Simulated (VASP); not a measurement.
# Li2Nb (P6/mmm) in VASP: a series of runs

One crystal, Li2Nb, is run at these levels: RPBE+D4+U, RPBE; tasks: elastic constants, electric field gradients.

Program: VASP 6.6.1. These are calculated values, not measurements. Logs are shortened: lines on timing, memory, paths and dates and some standing lists are left out, and cuts for length are marked.

## 1. The structure

It takes space group P6/mmm (No. 191, hexagonal). Conventional cell: a = 4.181 Å, b = 4.181 Å, c = 2.673 Å, α = 90.00°, β = 90.00°, γ = 120.00°. Li (site symmetry -6m2) is surrounded by 5 Li at 2.41 to 2.67 Å and 3 Nb at 2.41 Å. Around Nb (site symmetry 6/mmm) lie 6 Li at 2.41 Å and 2 Nb at 2.67 Å.

The cell was built by a generator and needn't be a form met in nature.

## 2. Elastic constants, RPBE+D4+U

Input file POSCAR:

```
Li2Nb
4.1805
    1.000004786509      0.000000000000      0.000000000000
   -0.500002394450      0.866029549097      0.000000000000
    0.000000000000      0.000000000000      0.639361554838
Li Nb
2 1
Direct
    0.3333333300      0.6666666700      0.5000000000
    0.6666666700      0.3333333300      0.5000000000
    0.0000000000      0.0000000000      0.5000000000
```

Input file INCAR.step1:

```
  PREC = Accurate
  ENCUT = 600
  EDIFF = 1E-8
  ISMEAR = 1
  SIGMA = 0.2
  LREAL = F
  LASPH = T
  NELM = 80
  ALGO = Normal
  ISIF = 3
  LWAVE = F
  LCHARG = F
  LMAXMIX = 4
  LDAU = T
  LDAUTYPE = 2
  LDAUL = -1 2
  LDAUU = 0 1
  LDAUJ = 0 0
  LDAUPRINT = 1
  GGA = RP
  IVDW = 13
  IBRION = 2
  NSW = 40
  EDIFFG = -0.002
```

Input file INCAR.step2:

```
  PREC = Accurate
  ENCUT = 600
  EDIFF = 1E-8
  ISMEAR = 1
  SIGMA = 0.2
  LREAL = F
  LASPH = T
  NELM = 80
  ALGO = Normal
  ISIF = 3
  LWAVE = F
  LCHARG = F
  LMAXMIX = 4
  LDAU = T
  LDAUTYPE = 2
  LDAUL = -1 2
  LDAUU = 0 1
  LDAUJ = 0 0
  LDAUPRINT = 1
  GGA = RP
  IVDW = 13
  IBRION = 6
  NFREE = 2
  POTIM = 0.015
  NSW = 1
```

Input file KPOINTS:

```
Automatic mesh
0
Gamma
  5 5 7
```

Potentials or basis: VASP PAW PBE potentials, release 64 (Li_sv, Nb_sv).

The run is started by

```sh
$ cat potpaw_PBE.64/Li_sv/POTCAR potpaw_PBE.64/Nb_sv/POTCAR > POTCAR
$ cp INCAR.step1 INCAR
$ mpirun -np 1 vasp_std > vasp.out
$ cp CONTCAR POSCAR
$ cp INCAR.step2 INCAR
$ mpirun -np 1 vasp_std > vasp.out
```

OUTCAR:

```text
PREC = Accurate
   ENCUT = 600
   EDIFF = 1E-8
   ISMEAR = 1
   LREAL = F
   LASPH = T
   NELM = 80
   ISIF = 3
   GGA = RP
   IVDW = 13
   IBRION = 6
   NFREE = 2
   POTIM = 0.015
   NSW = 1

 ion  position               nearest neighbor table
   1  0.333  0.667  0.500-
   2  0.667  0.333  0.500-
   3  0.000  0.000  0.500-

  LATTYP: Found a hexagonal cell.
 ALAT       =     5.0250275647
 C/A-ratio  =     0.4854493330

  Lattice vectors:

 A1 = (   5.0250275647,  -0.0000000012,   0.0000000000)
 A2 = (  -2.5125137894,   4.3518015269,   0.0000000000)
 A3 = (   0.0000000000,   0.0000000000,   2.4393962796)

Analysis of symmetry for initial positions (statically):
=====================================================================
 Subroutine PRICEL returns:
 Original cell was already a primitive cell.

 Routine SETGRP: Setting up the symmetry group for a
 hexagonal supercell.

 Subroutine GETGRP returns: Found 24 space group operations
 (whereof 24 operations were pure point group operations)
 out of a pool of 24 trial point group operations.

The static configuration has the point symmetry D_6h.

Analysis of symmetry for dynamics (positions and initial velocities):
=====================================================================
 Subroutine PRICEL returns:
 Original cell was already a primitive cell.

 Routine SETGRP: Setting up the symmetry group for a
 hexagonal supercell.

 Subroutine GETGRP returns: Found 24 space group operations
 (whereof 24 operations were pure point group operations)
 out of a pool of 24 trial point group operations.

The dynamic configuration has the point symmetry D_6h.

 Subroutine INISYM returns: Found 24 space group operations
 (whereof 24 operations are pure point group operations),
 and found     1 'primitive' translations

----------------------------------------------------------------------------------------

                                     Primitive cell

  volume of cell :      53.3445

  direct lattice vectors                    reciprocal lattice vectors
     5.025027565 -0.000000001  0.000000000     0.199003884  0.114894946  0.000000000
    -2.512513789  4.351801527  0.000000000     0.000000000  0.229789891  0.000000000
     0.000000000  0.000000000  2.439396280     0.000000000  0.000000000  0.409937495

  length of vectors
     5.025027565  5.025027569  2.439396280     0.229789892  0.229789891  0.409937495

  position of ions in fractional coordinates (direct lattice)
     0.333333330  0.666666670  0.500000000
     0.666666670  0.333333330  0.500000000
     0.000000000  0.000000000  0.500000000

  ion indices of the primitive-cell ions
   primitive index   ion index
                 1           1
                 2           2
                 3           3

----------------------------------------------------------------------------------------

 KPOINTS: Automatic mesh

Automatic generation of k-mesh.
 Grid dimensions read from file:
[... 234 lines left out ...]

------------------------ aborting loop because EDIFF is reached ----------------------------------------

  DFT-D4 for vdW energy calculation
[... 67 lines left out ...]
  FREE ENERGIE OF THE ION-ELECTRON SYSTEM (eV)
  ---------------------------------------------------
  free  energy   TOTEN  =       -10.9944147716 eV

  energy  without entropy=      -10.9904543080  energy(sigma->0) =      -10.99309462

atom =   3  type =  2  l = 2

 onsite density matrix

spin component  1

  0.1724  0.0000  0.0000  0.0000 -0.0000
  0.0000  0.2957  0.0000 -0.0000 -0.0000
  0.0000  0.0000  0.3727 -0.0000  0.0000
  0.0000 -0.0000 -0.0000  0.2957  0.0000
 -0.0000 -0.0000  0.0000  0.0000  0.1724

spin component  2

  0.1724  0.0000  0.0000  0.0000 -0.0000
  0.0000  0.2957  0.0000 -0.0000 -0.0000
  0.0000  0.0000  0.3727 -0.0000  0.0000
  0.0000 -0.0000 -0.0000  0.2957  0.0000
 -0.0000 -0.0000  0.0000  0.0000  0.1724

 occupancies and eigenvectors

  o =  0.1724  v = -0.0000 -0.0000  0.0000 -0.0000 -1.0000  0.0000  0.0000  0.0000  0.0000  0.0000      0.0000  0.0000  0.0000  0.0000  0.0000  0.0000  0.0000  0.0000  0.0000  0.0000
  o =  0.1724  v =  0.0000  0.0000  0.0000  0.0000  0.0000 -0.0000 -0.0000  0.0000 -0.0000 -1.0000      0.0000  0.0000  0.0000  0.0000  0.0000  0.0000  0.0000  0.0000  0.0000  0.0000
  o =  0.1724  v =  0.0000  0.0000  0.0000  0.0000  0.0000  1.0000 -0.0000 -0.0000 -0.0000 -0.0000      0.0000  0.0000  0.0000  0.0000  0.0000  0.0000  0.0000  0.0000  0.0000  0.0000
  o =  0.1724  v =  1.0000 -0.0000 -0.0000 -0.0000 -0.0000  0.0000  0.0000  0.0000  0.0000  0.0000      0.0000  0.0000  0.0000  0.0000  0.0000  0.0000  0.0000  0.0000  0.0000  0.0000
  o =  0.2957  v =  0.0000  0.6849 -0.0000  0.7287 -0.0000  0.0000  0.0000  0.0000  0.0000  0.0000      0.0000  0.0000  0.0000  0.0000  0.0000  0.0000  0.0000  0.0000  0.0000  0.0000
  o =  0.2957  v =  0.0000  0.0000  0.0000  0.0000  0.0000  0.0000  0.6849 -0.0000  0.7287 -0.0000      0.0000  0.0000  0.0000  0.0000  0.0000  0.0000  0.0000  0.0000  0.0000  0.0000
  o =  0.2957  v =  0.0000  0.7287 -0.0000 -0.6849 -0.0000  0.0000  0.0000  0.0000  0.0000  0.0000      0.0000  0.0000  0.0000  0.0000  0.0000  0.0000  0.0000  0.0000  0.0000  0.0000
  o =  0.2957  v =  0.0000  0.0000  0.0000  0.0000  0.0000  0.0000  0.7287 -0.0000 -0.6849 -0.0000      0.0000  0.0000  0.0000  0.0000  0.0000  0.0000  0.0000  0.0000  0.0000  0.0000
  o =  0.3727  v =  0.0000  0.0000  0.0000  0.0000  0.0000  0.0000  0.0000  1.0000 -0.0000  0.0000      0.0000  0.0000  0.0000  0.0000  0.0000  0.0000  0.0000  0.0000  0.0000  0.0000
  o =  0.3727  v =  0.0000  0.0000  1.0000 -0.0000  0.0000  0.0000  0.0000  0.0000  0.0000  0.0000      0.0000  0.0000  0.0000  0.0000  0.0000  0.0000  0.0000  0.0000  0.0000  0.0000

 number of electron      18.9999994 magnetization

 Free energy of the ion-electron system (eV)
  ---------------------------------------------------
  ext. energy  EPLUGINS =         0.00000000
  ---------------------------------------------------
  free energy    TOTEN  =       -10.52698579 eV

  energy without entropy =      -10.52302523  energy(sigma->0) =      -10.52566560

 E-fermi :   4.4414     XC(G=0):  -9.1587

 val. band max:        4.4178404535   @ k =   0.2000  -0.0000   0.2857
 cond. band min:       4.4531387051   @ k =   0.2000   0.2000   0.1429
 fundamental gap:      0.0352982516
 Fermi energy:         4.4413750688

 k-point     1 :       0.0000    0.0000    0.0000
  band No.  band energies     occupation
      1     -50.7096      2.00000
      2     -41.7027      2.00000
      3     -41.6850      2.00000
      4     -26.8268      2.00000
      5     -26.8268      2.00000
      6     -24.8468      2.00000
      7      -0.0183      2.00000
      8       1.7817      2.00000
      9       2.7302      2.00000
     10       2.7302      2.00000
     11       6.9249     -0.00000
     12       6.9249     -0.00000
     13       9.4407      0.00000
[... 338 lines left out ...]
  FREE ENERGIE OF THE ION-ELECTRON SYSTEM (eV)
  ---------------------------------------------------
  free  energy   TOTEN  =       -10.9944147599 eV

  energy  without entropy=      -10.9904542014  energy(sigma->0) =      -10.99309457

 INTERNAL STRAIN TENSORS FROM STRAINED CELLS
 ============================================

 INTERNAL STRAIN TENSOR FOR ION    1 for displacements in x,y,z  (eV/Angst):
          X           Y           Z          XY          YZ          ZX
  --------------------------------------------------------------------------------
  x    -0.00000     0.00000    -0.00000     2.62582     0.00000    -0.00000
  y     2.62731    -2.63224    -0.00000    -0.00001    -0.00001     0.00006
  z    -0.00000     0.00000     0.00000     0.00000    -0.00045    -0.00000

 INTERNAL STRAIN TENSORS FROM DISPLACED ATOMS
 ============================================

 INTERNAL STRAIN TENSOR FOR ION    1 for displacements in x,y,z  (eV/Angst):
          X           Y           Z          XY          YZ          ZX
  --------------------------------------------------------------------------------
  x    -0.00000     0.00000    -0.00000     2.63165     0.00000     0.00000
  y     2.63165    -2.63165    -0.00000     0.00000     0.00000     0.00000
  z     0.00000     0.00000     0.00000     0.00000     0.00000    -0.00000

 INTERNAL STRAIN TENSOR FOR ION    3 for displacements in x,y,z  (eV/Angst):
          X           Y           Z          XY          YZ          ZX
  --------------------------------------------------------------------------------
  x     0.00000     0.00000     0.00000     0.00000     0.00000     0.00000
  y     0.00000     0.00000     0.00000     0.00000     0.00000     0.00000
  z     0.00000     0.00000     0.00000     0.00000     0.00000     0.00000

 Eigenvectors and eigenvalues of the dynamical matrix
 ----------------------------------------------------

   1 f  =   10.288503 THz    64.644574 2PiTHz  343.187535 cm-1    42.549812 meV
             X         Y         Z           dx          dy          dz
     -0.000000  2.901201  1.219698     0.484272   -0.515248    0.000000
      2.512514  1.450600  1.219698    -0.484272    0.515248   -0.000000
      0.000000  0.000000  1.219698    -0.000000    0.000000    0.000000
[... 43 lines left out ...]
   9 f/i=    5.426319 THz    34.094565 2PiTHz  181.002504 cm-1    22.441440 meV
             X         Y         Z           dx          dy          dz
     -0.000000  2.901201  1.219698    -0.000000   -0.000000   -0.707107
      2.512514  1.450600  1.219698     0.000000   -0.000000    0.707107
      0.000000  0.000000  1.219698     0.000000   -0.000000   -0.000000

--------------------------------------------------------------------------------------------------------

 ELASTIC MODULI CONTR FROM IONIC RELAXATION (kBar)
 Direction    XX          YY          ZZ          XY          YZ          ZX
 --------------------------------------------------------------------------------
 XX        -137.0201    137.0201      0.0000      0.0000      0.0000     -0.0000
 YY         137.0201   -137.0201     -0.0000      0.0000     -0.0000      0.0000
 ZZ           0.0000     -0.0000     -0.0000      0.0000     -0.0000      0.0000
 XY           0.0000      0.0000      0.0000   -137.0201      0.0000     -0.0000
 YZ           0.0000     -0.0000     -0.0000      0.0000     -0.0000      0.0000
 ZX          -0.0000      0.0000      0.0000     -0.0000      0.0000     -0.0000
 --------------------------------------------------------------------------------

 TOTAL ELASTIC MODULI (kBar)
 Direction    XX          YY          ZZ          XY          YZ          ZX
 --------------------------------------------------------------------------------
 XX         601.5858    483.1329    -53.9999     -0.0000     -0.0000     -0.0000
 YY         483.1329    601.5858    -53.9999     -0.0000     -0.0000     -0.0000
 ZZ         -53.9999    -53.9999   2854.1273      0.0000     -0.0000      0.0000
 XY          -0.0000     -0.0000      0.0000     59.2264     -0.0000     -0.0000
 YZ          -0.0000     -0.0000     -0.0000     -0.0000   -177.3066      0.0000
 ZX           0.0000     -0.0000      0.0000     -0.0000      0.0000   -177.3066
 --------------------------------------------------------------------------------
```

It took 4.6 min on 1 thread of Intel Xeon 6975P-C (Granite Rapids), shared host; peak memory 0.23 GiB.

Results:

- Relaxed volume: 17.78 Å³/atom
- Relaxed cell: a = 5.025 Å, b = 5.025 Å, c = 2.439 Å, α = 90.00°, β = 90.00°, γ = 120.00°
- Space group after relaxing (to 0.05 Å): P6/mmm (No. 191)
- Voigt bulk modulus: 53 GPa
- Highest phonon frequency at Γ, LO-TO splitting left out: 343 cm⁻¹
- Most unstable mode: 181i cm⁻¹
- Dispersion energy per atom: -0.156 eV

Step by step:
```
step  energy change (eV)  largest force (eV/Å)  pressure (GPa)  volume (Å³)
   1              0.0000                0.0000           17.06        40.45
   2             -1.6545                0.0000            3.55        48.77
   3             -1.7829                0.0000            2.03        51.97
   4             -1.7842                0.0000            2.10        51.75
   5             -1.7926                0.0000           -0.66        53.68
   6             -1.7952                0.0000            0.21        53.03
   7             -1.7958                0.0000            0.04        53.29
   8             -1.7959                0.0000            0.00        53.34
```

Final structure:
```
Li Nb
1.0
     5.02503    0.00000    0.00000
    -2.51251    4.35180    0.00000
     0.00000    0.00000    2.43940
Li Nb
2 1
Direct
  0.33333 0.66667 0.50000
  0.66667 0.33333 0.50000
  0.00000 0.00000 0.50000
```

Phonon frequencies in cm⁻¹ (negative: imaginary):
| q point | frequencies |
| --- | --- |
| (0.000, 0.000, 0.000) | -181 -172 0 0 1 286 286 343 343 |

Elastic tensor in Voigt notation (GPa, in the Cartesian axes of the cell as first typed):
```
 60  48  -5   0   0   0
 48  60  -5   0   0   0
 -5  -5 285   0   0   0
  0   0   0 -18   0   0
  0   0   0   0 -18   0
  0   0   0   0   0   6
```

Eigenvalues of the final occupation matrices:
```
    site  spin  trace               eigenvalues
site 3 d     1   1.31  0.17 0.17 0.30 0.30 0.37
site 3 d     2   1.31  0.17 0.17 0.30 0.30 0.37
```

Clamped-ion elastic tensor (GPa):
```
 74  35  -5   0   0   0
 35  74  -5   0   0   0
 -5  -5 285   0   0   0
  0   0   0 -18   0   0
  0   0   0   0 -18   0
  0   0   0   0   0  20
```

Caveat: the cutoff is under 1.25 times the usual one of these potentials, so pressure, stress and relaxed cells hold a basis-set (Pulay) error; some modes are imaginary; the volume moved by over 15 % at a fixed basis, so the end points are rough; the elastic tensor has a negative eigenvalue, so either the cell is unstable as it stands or the mesh is too thin; the PAW data sets were made with another functional, which shifts forces and pressure a little; the U is typed as a test and isn't derived for this compound.

(Part 1 of 2 ends here.)
